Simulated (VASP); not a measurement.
Data:

```
Ir2LaB2C
1.0
   -1.92501     1.92501     5.22723
    1.92501    -1.92501     5.22723
    1.92501     1.92501    -5.22723
La B Ir C
1 2 2 1
Direct
  0.00000   0.00000   0.00000
  0.35505   0.35505   0.00000
  0.64495   0.64495   0.00000
  0.75000   0.25000   0.50000
  0.25000   0.75000   0.50000
  0.50000   0.50000   0.00000
```

Method: PBEsol GGA with spin-orbit coupling, VASP's PBE PAW potentials (set 64) (plane waves; VASP 6.6.1). Settings: 520 eV cut-off, 10×10×10 Γ-centred mesh, Gaussian smearing of 0.050 eV, potentials La B Ir C.

**Question.** Give the energies of bands 31 to 44 at the high-symmetry points, in eV from the Fermi level.

**Answer.** 
```csv
band,Γ,X,P,N,M,S,R
31,-0.58,-1.95,-1.97,-2.25,-1.09,-1.86,-2.16
32,-0.58,-1.95,-1.97,-2.25,-1.09,-1.86,-2.16
33,-0.57,-1.03,-1.17,-2.05,-0.07,-1.84,-1.30
34,-0.57,-1.03,-1.17,-2.05,-0.07,-1.84,-1.30
35,-0.28,-1.00,-1.02,-1.75,-0.04,-1.67,-0.91
36,-0.28,-1.00,-1.02,-1.75,-0.04,-1.67,-0.91
37,0.03,-0.34,-0.31,-1.42,0.65,-1.03,-0.40
38,0.03,-0.34,-0.31,-1.42,0.65,-1.03,-0.40
39,0.03,-0.32,-0.31,-0.92,1.69,-0.84,0.07
40,0.03,-0.32,-0.31,-0.92,1.69,-0.84,0.07
41,0.57,0.37,1.39,2.28,2.23,1.91,0.43
42,0.57,0.37,1.39,2.28,2.27,1.91,0.43
43,1.97,2.62,1.50,3.06,2.31,2.90,2.56
44,1.97,2.62,1.50,3.06,2.31,2.92,2.56
```

It has no gap at this level: it comes out as a metal or semimetal.

The structure comes from a computed database's LaB2Ir2C entry (I4/mmm); how it stands against other phases isn't given here. It was relaxed first.
